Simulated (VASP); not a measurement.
The system is NiMoIrPdW.

```xyz
5
Lattice="2.7608 0.0000 0.0000 -1.3804 2.3909 0.0000 0.0000 0.0000 11.3405" Properties=species:S:1:pos:R:3 pbc="T T T"
Ni    0.0000    0.0000    8.0423
Mo    1.3804    0.7970    3.3369
Pd    1.3804    0.7970   10.1952
Ir    0.0000    0.0000    1.2025
W     1.3804    0.7970    6.0015
```

The cell was built by a generator and needn't be a form met in nature.

* Program: VASP 6.6.1
* Task: relaxation of cell and atoms
* Functional: RPBE
* Potentials or basis: VASP PAW PBE potentials, release 64 (Ni, Mo_sv, Pd, Ir, W_sv)
* Cutoff: 600 eV
* k mesh: 11 × 11 × 3
* Occupations: fermi-dirac, width 0.05 eV
* Spin: collinear spin, ferromagnetic start
* Starting moments: [1.0, 1.0, 0.0, 0.6, 0.0] μB

At the start: pressure 4.2 GPa; volume 14.97 Å³/atom.

Problem. How do energy, volume and symmetry change on relaxing?

Solution. Over 17 steps the energy falls by 4.0 meV/atom and the volume is 15.24 Å³/atom (+1.8 %); space group P3m1 (No. 156, to 0.05 Å); moment 0.00 μB per cell.

Step by step:
```tsv
step	energy change (eV)	largest force (eV/Å)	pressure (GPa)	volume (Å³)
1	0.0000	0.3606	4.21	74.86
2	0.0653	0.4413	-8.17	79.20
3	-0.0188	0.1086	-0.10	76.21
4	-0.0196	0.0352	-0.05	76.16
5	-0.0197	0.0391	-0.09	76.15
6	-0.0197	0.0401	-0.28	76.14
7	-0.0190	0.0159	0.88	75.86
8	-0.0197	0.0318	0.19	76.08
9	-0.0197	0.0337	0.19	76.10
10	-0.0197	0.0365	0.15	76.12
11	-0.0197	0.0380	0.07	76.13
12	-0.0198	0.0179	0.08	76.14
13	-0.0198	0.0161	0.10	76.14
14	-0.0198	0.0081	-0.19	76.23
15	-0.0199	0.0095	-0.01	76.17
16	-0.0199	0.0070	0.04	76.18
17	-0.0198	0.0045	0.02	76.21
```

Final structure:
```cif
data_structure
_symmetry_space_group_name_H-M 'P 1'
_symmetry_Int_Tables_number 1
_cell_length_a 2.7775
_cell_length_b 2.7775
_cell_length_c 11.4066
_cell_angle_alpha 90.000
_cell_angle_beta 90.000
_cell_angle_gamma 120.000
_cell_volume 76.21
loop_
_atom_site_label
_atom_site_type_symbol
_atom_site_fract_x
_atom_site_fract_y
_atom_site_fract_z
_atom_site_occupancy
Ni1 Ni 0.00000 0.00000 0.70878 1
Mo1 Mo 0.66667 0.33333 0.29530 1
Pd1 Pd 0.66667 0.33333 0.89939 1
Ir1 Ir 0.00000 0.00000 0.10598 1
W1 W 0.66667 0.33333 0.52823 1
```

Caveat: the PAW data sets were made with another functional, which shifts forces and pressure a little.
